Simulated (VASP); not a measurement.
Here is the system:

```yaml
crystal:
  lattice:
    - [3.50179, 0.00000, 0.00000]
    - [0.00000, 3.50588, 0.00000]
    - [0.00000, 0.00000, 3.61969]
  atoms:
    - { symbol: Al, position: [0.00000, 0.00000, 0.00000] }
    - { symbol: Ni, position: [0.00000, 0.50000, 0.50000], spin: 0.5 }
    - { symbol: Ni, position: [0.50000, 0.00000, 0.50000], spin: 0.5 }
    - { symbol: Ni, position: [0.52316, 0.50000, 0.00000], spin: 0.5 }
```

Level of theory: PBE GGA, VASP's PBE PAW potentials (set 64) (plane waves; VASP). Numerical set-up: 400 eV cut-off, 9×9×9 Monkhorst-Pack mesh, first-order Methfessel-Paxton smearing of 0.10 eV, potentials Al Ni.

Problem. Which forces act on the atoms, in eV/Å?

Solution. 
```
atom      Fx     Fy     Fz
----  ------  -----  -----
Al1    0.394  0.000  0.000
Ni2    0.356  0.000  0.000
Ni3    0.013  0.000  0.000
Ni4   -0.763  0.000  0.000
```

Problem. Give the stress tensor in GPa (positive for a compressed cell).

Solution. 
```
5.01  0.00  0.00
0.00  5.11  0.00
0.00  0.00  1.74
```
The pressure is its mean diagonal, 3.95 GPa.

The compound is Ni3Al in the L1_2 structure. The cell was not relaxed at this level, atoms are displaced from their ideal sites. The run is one of a series of settings (KPOINTS 9×9×9 Monkhorst-Pack mesh against the base run), some of them coarse on purpose.
